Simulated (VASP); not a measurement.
# Ca3AsP (Pm-3m) in VASP: further runs

Aim: see how the results for Ca3AsP move with the level of theory and the settings. Levels: BLYP, LDA. Tasks: single point.

All numbers are computed with VASP 6.6.1; they aren't measurements. Logs are shortened: lines on timing, memory, paths and dates and some standing lists are left out, and cuts for length are marked.

### 1 The crystal as given

The structure is cubic, space group Pm-3m (No. 221). Conventional cell: a = 5.334 Å, b = 5.334 Å, c = 5.334 Å, α = 90.00°, β = 90.00°, γ = 90.00°. Ca (site symmetry 4/mmm) has 2 P at 2.67 Å as nearest neighbours. P (site symmetry m-3m) has 6 Ca at 2.67 Å as nearest neighbours. As (site symmetry m-3m) is surrounded by 12 Ca at 3.77 Å.

The cell comes from a database or a generator and needn't be the stable form of this composition.

### 2 Single point, BLYP

The input, INCAR:

```
SYSTEM = Ca3AsP
  PREC = Accurate
  ENCUT = 520
  EDIFF = 1E-6
  ISMEAR = 0
  SIGMA = 0.01
  LREAL = .FALSE.
  LASPH = .TRUE.
  NELM = 100
  ALGO = Normal
  ISIF = 2
  LWAVE = .FALSE.
  LCHARG = .FALSE.
  GGA = B5
  ALDAX = 1.0
  AGGAX = 1.0
  AGGAC = 1.0
  ALDAC = 0.0
  NBANDS = 28
```

The input, KPOINTS:

```
regular mesh
0
G
  4 4 4
  0 0 0
```

The input, POSCAR:

```
Ca3AsP
1.0
    5.3338990000      0.0000000000      0.0000000000
    0.0000000000      5.3338990000      0.0000000000
    0.0000000000      0.0000000000      5.3338990000
Ca P As
3 1 1
Direct
    0.0000000000      0.5000000000      0.5000000000
    0.5000000000      0.0000000000      0.5000000000
    0.5000000000      0.5000000000      0.0000000000
    0.5000000000      0.5000000000      0.5000000000
    0.0000000000      0.0000000000      0.0000000000
```

Potentials or basis: VASP PAW PBE potentials, release 64 (Ca_sv, P, As).

Launch:

```
$ cat potpaw_PBE.64/Ca_sv/POTCAR potpaw_PBE.64/P/POTCAR potpaw_PBE.64/As/POTCAR > POTCAR
$ mpirun -np 1 vasp_std > vasp.out
```

OUTCAR:

```text
SYSTEM = Ca3AsP
   PREC = Accurate
   ENCUT = 520
   EDIFF = 1E-6
   ISMEAR = 0
   LREAL = .FALSE.
   LASPH = .TRUE.
   NELM = 100
   ISIF = 2
   GGA = B5

 ion  position               nearest neighbor table
   1  0.000  0.500  0.500-   4 2.67   4 2.67
   2  0.500  0.000  0.500-   4 2.67   4 2.67
   3  0.500  0.500  0.000-   4 2.67   4 2.67
   4  0.500  0.500  0.500-   1 2.67   2 2.67   3 2.67   3 2.67   2 2.67   1 2.67
   5  0.000  0.000  0.000-

  LATTYP: Found a simple cubic cell.
 ALAT       =     5.3338990000

  Lattice vectors:

 A1 = (   5.3338990000,   0.0000000000,   0.0000000000)
 A2 = (   0.0000000000,   5.3338990000,   0.0000000000)
 A3 = (   0.0000000000,   0.0000000000,   5.3338990000)

Analysis of symmetry for initial positions (statically):
=====================================================================
 Subroutine PRICEL returns:
 Original cell was already a primitive cell.

 Routine SETGRP: Setting up the symmetry group for a
 simple cubic supercell.

 Subroutine GETGRP returns: Found 48 space group operations
 (whereof 48 operations were pure point group operations)
 out of a pool of 48 trial point group operations.

The static configuration has the point symmetry O_h .

Analysis of symmetry for dynamics (positions and initial velocities):
=====================================================================
 Subroutine PRICEL returns:
 Original cell was already a primitive cell.

 Routine SETGRP: Setting up the symmetry group for a
 simple cubic supercell.

 Subroutine GETGRP returns: Found 48 space group operations
 (whereof 48 operations were pure point group operations)
 out of a pool of 48 trial point group operations.

The dynamic configuration has the point symmetry O_h .

 Subroutine INISYM returns: Found 48 space group operations
 (whereof 48 operations are pure point group operations),
 and found     1 'primitive' translations

----------------------------------------------------------------------------------------

                                     Primitive cell

  volume of cell :     151.7520

  direct lattice vectors                    reciprocal lattice vectors
     5.333899000  0.000000000  0.000000000     0.187480115  0.000000000  0.000000000
     0.000000000  5.333899000  0.000000000     0.000000000  0.187480115  0.000000000
     0.000000000  0.000000000  5.333899000     0.000000000  0.000000000  0.187480115

  length of vectors
     5.333899000  5.333899000  5.333899000     0.187480115  0.187480115  0.187480115

  position of ions in fractional coordinates (direct lattice)
     0.000000000  0.500000000  0.500000000
     0.500000000  0.000000000  0.500000000
     0.500000000  0.500000000  0.000000000
     0.500000000  0.500000000  0.500000000
     0.000000000  0.000000000  0.000000000

  ion indices of the primitive-cell ions
   primitive index   ion index
                 1           1
                 2           2
                 3           3
                 4           4
                 5           5

----------------------------------------------------------------------------------------

 KPOINTS: regular mesh

Automatic generation of k-mesh.
 Grid dimensions read from file:
 generate k-points for:    4    4    4

 Generating k-lattice:

  Cartesian coordinates                     Fractional coordinates (reciprocal lattice)
     0.046870029  0.000000000  0.000000000     0.250000000  0.000000000  0.000000000
     0.000000000  0.046870029  0.000000000     0.000000000  0.250000000  0.000000000
     0.000000000  0.000000000  0.046870029     0.000000000  0.000000000  0.250000000

  Length of vectors
     0.046870029  0.046870029  0.046870029

  Shift w.r.t. Gamma in fractional coordinates (k-lattice)
     0.000000000  0.000000000  0.000000000

 Subroutine IBZKPT returns following result:
 ===========================================

 Found     10 irreducible k-points:

 Following reciprocal coordinates:
            Coordinates               Weight
  0.000000  0.000000  0.000000      1.000000
  0.250000  0.000000  0.000000      6.000000
  0.500000  0.000000  0.000000      3.000000
  0.250000  0.250000  0.000000     12.000000
  0.500000  0.250000  0.000000     12.000000
  0.500000  0.500000  0.000000      3.000000
  0.250000  0.250000  0.250000      8.000000
  0.500000  0.250000  0.250000     12.000000
  0.500000  0.500000  0.250000      6.000000
  0.500000  0.500000  0.500000      1.000000
   k-points           NKPTS =     10   k-points in BZ     NKDIM =     10   number of bands    NBANDS=     28
   number of dos      NEDOS =    301   number of ions     NIONS =      5
   total plane-waves  NPLWV =  64000
   dimension x,y,z NGX =    40 NGY =   40 NGZ =   40
   dimension x,y,z NGXF=    80 NGYF=   80 NGZF=   80
   ions per type =               3   1   1
   NGX,Y,Z   is equivalent  to a cutoff of  12.47, 12.47, 12.47 a.u.
   NGXF,Y,Z  is equivalent  to a cutoff of  24.93, 24.93, 24.93 a.u.
 SYSTEM =  Ca3AsP
   PREC   = accura    normal or accurate (medium, high low for compatibility)
   ISTART =      0    job   : 0-new  1-cont  2-samecut
   ICHARG =      2    charge: 1-file 2-atom 10-const
   ISPIN  =      1    spin polarized calculation?
   LNONCOLLINEAR =      F non collinear calculations
   LSORBIT =      F    spin-orbit coupling
   LASPH  =      T    aspherical Exc in radial PAW
   ENCUT  =  520.0 eV  38.22 Ry    6.18 a.u.   9.92  9.92  9.92*2*pi/ulx,y,z
   NELM   =    100;   NELMIN=  2; NELMDL= -5     # of ELM steps
   EDIFF  = 0.1E-05   stopping-criterion for ELM
   LREAL  =      F    real-space projection
   EDIFFG = 0.1E-04   stopping-criterion for IOM
   NSW    =      0    number of steps for IOM
   IBRION =     -1    ionic relax: 0-MD 1-quasi-New 2-CG
   NFREE  =      0    steps in history (QN), initial steepest desc. (CG)
   ISIF   =      2    stress and relaxation
   ISYM   =      2    0-nonsym 1-usesym 2-fastsym
   POTIM  = 0.5000    time-step for ionic-motion
   TEBEG  =    0.0;   TEEND  =   0.0 temperature during run
   PSTRESS=    0.0 pullay stress
   NELECT =      40.0000    total number of electrons
   NUPDOWN=      -1.0000    fix difference up-down
   EMIN   =  10.00;   EMAX   =-10.00  energy-range for DOS
   EFERMI =   0.00;   METHOD = LEGACY
   ISMEAR =     0;   SIGMA  =   0.01  broadening in eV -4-tet -1-fermi 0-gaus
   EFERMI_NEDOS =   21; number of points for ismear=-14 and -15
   IALGO  =     38    algorithm
   IMIX   =      4    mixing-type and parameters
     AMIX     =   0.40;   BMIX     =  1.00
     AMIX_MAG =   1.60;   BMIX_MAG =  1.00
  volume/ion in A,a.u.               =      30.35       204.81
  Fermi-wavevector in a.u.,A,eV,Ry     =   1.049663  1.983576 14.990806  1.101793
  Thomas-Fermi vector in A             =   2.184635
   LORBIT       =      0    0 simple, 1 ext, 2 COOP (PROOUT), +10 PAW based schemes
   GGA     = B5    functional components
   LHFCALC =     F    Hartree Fock is set to
   AEXX    =    0.0000 exact exchange contribution
   IVDW    =     0    specifies the selected vdW correction
   LEPSILON=     F    determine dielectric tensor
   LRPA    =     F    only Hartree local field effects (RPA)
 non-spin polarized calculation
 Gauss-broadening in eV      SIGMA  =   0.01
  energy-cutoff  :      520.00
  volume of cell :      151.75
 maximum number of plane-waves:      4116
 NGX is ok and might be reduce to    40
   NGX = 19   NGY = 19   NGZ = 19

 number of electron      39.9999982 magnetization

 Free energy of the ion-electron system (eV)
  ---------------------------------------------------
  ext. energy  EPLUGINS =         0.00000000
  ---------------------------------------------------
  free energy    TOTEN  =       -17.43892228 eV

  energy without entropy =      -17.43892228  energy(sigma->0) =      -17.43892228

 E-fermi :   3.1318     XC(G=0):  -7.9163

 val. band max:        3.0614060701   @ k =   0.0000   0.0000   0.0000
 cond. band min:       3.3675449544   @ k =   0.0000   0.0000   0.0000
 fundamental gap:      0.3061388844
 Fermi energy:         3.1317873547

 k-point     1 :       0.0000    0.0000    0.0000
  band No.  band energies     occupation
      1     -38.1646      2.00000
      2     -38.1396      2.00000
      3     -38.1396      2.00000
      4     -19.3756      2.00000
      5     -19.3756      2.00000
      6     -19.3756      2.00000
[... 20 lines left out ...]
     27       6.4810      0.00000
     28       6.4813      0.00000

 k-point     2 :       0.2500    0.0000    0.0000
  band No.  band energies     occupation
      1     -38.1614      2.00000
      2     -38.1427      2.00000
      3     -38.1396      2.00000
      4     -19.3644      2.00000
      5     -19.3644      2.00000
      6     -19.3609      2.00000
[... 20 lines left out ...]
     27       6.2922      0.00000
     28       6.5038      0.00000

 k-point     3 :       0.5000    0.0000    0.0000
  band No.  band energies     occupation
      1     -38.1562      2.00000
      2     -38.1478      2.00000
      3     -38.1396      2.00000
      4     -19.3487      2.00000
      5     -19.3487      2.00000
      6     -19.3389      2.00000
[... 20 lines left out ...]
     27       6.0371      0.00000
     28       6.4724      0.00000

 k-point     4 :       0.2500    0.2500    0.0000
  band No.  band energies     occupation
      1     -38.1585      2.00000
      2     -38.1437      2.00000
      3     -38.1414      2.00000
      4     -19.3741      2.00000
      5     -19.3535      2.00000
      6     -19.3409      2.00000
[... 144 lines left out ...]
     27       6.3527      0.00000
     28       6.3783      0.00000

 k-point     9 :       0.5000    0.5000    0.2500
  band No.  band energies     occupation
      1     -38.1478      2.00000
      2     -38.1477      2.00000
      3     -38.1477      2.00000
      4     -19.3939      2.00000
      5     -19.3835      2.00000
      6     -19.3662      2.00000
[... 20 lines left out ...]
     27       6.0844      0.00000
     28       6.7255      0.00000

 k-point    10 :       0.5000    0.5000    0.5000
  band No.  band energies     occupation
      1     -38.1477      2.00000
      2     -38.1477      2.00000
      3     -38.1477      2.00000
      4     -19.4299      2.00000
      5     -19.3833      2.00000
      6     -19.3833      2.00000
[... 20 lines left out ...]
     27       5.8837      0.00000
     28       6.9106      0.00000

------------------------ aborting loop because EDIFF is reached ----------------------------------------

  FORCE on cell =-STRESS in cart. coord.  units (eV):
  Direction    XX          YY          ZZ          XY          YZ          ZX
  --------------------------------------------------------------------------------------
  -------------------------------------------------------------------------------------
  Total        1.2114122      1.2114122      1.2114122     -0.0000000     -0.0000000      0.0000000
  in kB       12.7899301     12.7899301     12.7899301     -0.0000000     -0.0000000      0.0000000
  external PRESSURE =      12.7899301 kB  Pullay stress =       0.0000000 kB

 VOLUME and BASIS-vectors are now :
 -----------------------------------------------------------------------------
  energy-cutoff  :      520.00
  volume of cell :      151.75
      direct lattice vectors                 reciprocal lattice vectors
     5.333899000  0.000000000  0.000000000     0.187480115  0.000000000  0.000000000
     0.000000000  5.333899000  0.000000000     0.000000000  0.187480115  0.000000000
     0.000000000  0.000000000  5.333899000     0.000000000  0.000000000  0.187480115

 POSITION                                       TOTAL-FORCE (eV/Angst)
 -----------------------------------------------------------------------------------
      0.00000      2.66695      2.66695         0.000000      0.000000      0.000000
      2.66695      0.00000      2.66695         0.000000      0.000000      0.000000
      2.66695      2.66695      0.00000         0.000000      0.000000      0.000000
      2.66695      2.66695      2.66695         0.000000      0.000000      0.000000
      0.00000      0.00000      0.00000         0.000000      0.000000      0.000000
 -----------------------------------------------------------------------------------
    total drift:                               -0.000000     -0.000000     -0.000000

  FREE ENERGIE OF THE ION-ELECTRON SYSTEM (eV)
  ---------------------------------------------------
  free  energy   TOTEN  =       -17.4389222844 eV

  energy  without entropy=      -17.4389222844  energy(sigma->0) =      -17.43892228
```

It took 88 s on 1 thread of Intel Xeon Platinum 8488C (Sapphire Rapids), shared host; peak memory 0.24 GiB.

What came out:

* Free energy: -17.4389 eV
* Pressure: 1.3 GPa
* Band gap on the k mesh: 0.31 eV, direct

Caveat: the PAW data sets were made with another functional, which shifts forces and pressure a little. As with any semilocal functional, this BLYP gap is likely too small.

### 3 Single point, LDA

The input, INCAR:

```
SYSTEM = Ca3AsP
ALGO = Normal
EDIFF = 1E-6
ENCUT = 520
ISIF = 2
ISMEAR = 0
LASPH = .True.
LCHARG = .True.
LELF = .True.
LREAL = .False.
LVHAR = .True.
LWAVE = .False.
NBANDS = 28
NELM = 100
PREC = Accurate
SIGMA = 0.01
```

The input, KPOINTS:

```
k-points
0
Gamma
  4 4 4
  0 0 0
```

POSCAR is that of step 2.

Potentials or basis: VASP PAW LDA potentials, release 64 (Ca_sv, P, As).

Launch:

```
$ cat potpaw_LDA.64/Ca_sv/POTCAR potpaw_LDA.64/P/POTCAR potpaw_LDA.64/As/POTCAR > POTCAR
$ mpirun -np 1 vasp_std > vasp.out
```

It took 45 s on 1 thread of Intel Xeon Platinum 8488C (Sapphire Rapids), shared host; peak memory 0.21 GiB.

The run converged. Its results:

```yaml
Free_energy: -22.3450 eV
Pressure: -2.7 GPa
Band_gap_on_the_k_mesh: 0.05 eV, direct
```

Levels at points of the mesh, in eV from the valence-band top:
```csv
k point,band 18,band 19,band 20,band 21,band 22,band 23
"(0.00, 0.00, 0.00)",0.00,0.00,0.00,0.05,0.79,0.79
"(0.50, 0.00, 0.00)",-1.68,-0.84,-0.84,1.24,1.39,1.70
"(0.50, 0.50, 0.00)",-1.14,-1.14,-0.80,1.79,1.79,1.85
"(0.50, 0.50, 0.50)",-1.40,-1.40,-1.40,2.06,2.06,2.06
```
